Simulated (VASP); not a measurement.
CaO (rock salt): the bulk modulus from VASP (plane waves, PAW) at several levels of theory. Static lattice, third-order Birch-Murnaghan fit over five volumes.

```json
[
 {"level": "LDA", "bulk modulus (GPa)": "128"},
 {"level": "PBE", "bulk modulus (GPa)": "105"},
 {"level": "PBEsol", "bulk modulus (GPa)": "115"},
 {"level": "RPBE", "bulk modulus (GPa)": "94.6"},
 {"level": "AM05", "bulk modulus (GPa)": "111"},
 {"level": "PBE-D3(BJ)", "bulk modulus (GPa)": "112"},
 {"level": "PBE-D4", "bulk modulus (GPa)": "109"},
 {"level": "optB88-vdW", "bulk modulus (GPa)": "113"},
 {"level": "rev-vdW-DF2", "bulk modulus (GPa)": "112"},
 {"level": "revTPSS", "bulk modulus (GPa)": "110"},
 {"level": "SCAN", "bulk modulus (GPa)": "119"},
 {"level": "r2SCAN", "bulk modulus (GPa)": "116"},
 {"level": "r2SCAN+rVV10", "bulk modulus (GPa)": "119"}
]
```

The cell of the LDA run:

```cif
data_CaO
_chemical_formula_sum 'Ca1 O1'
_space_group_name_H-M_alt 'P 1'
_space_group_IT_number 1
_cell_length_a 3.33878
_cell_length_b 3.33878
_cell_length_c 3.33878
_cell_angle_alpha 60.000
_cell_angle_beta 60.000
_cell_angle_gamma 60.000
loop_
_space_group_symop_operation_xyz
  'x, y, z'
loop_
_atom_site_label
_atom_site_type_symbol
_atom_site_fract_x
_atom_site_fract_y
_atom_site_fract_z
_atom_site_occupancy
Ca1 Ca 0.00000 0.00000 0.00000 1
O1 O 0.50000 0.50000 0.50000 1
```

Only levels that ran to the end are used. Left out are those held back, those with too coarse a band path, GW runs whose mesh misses a band edge, hybrids' fits of cells that aren't cubic and levels without matching references; a question may draw on a part of the rest.

The compound is CaO in the rock salt structure.
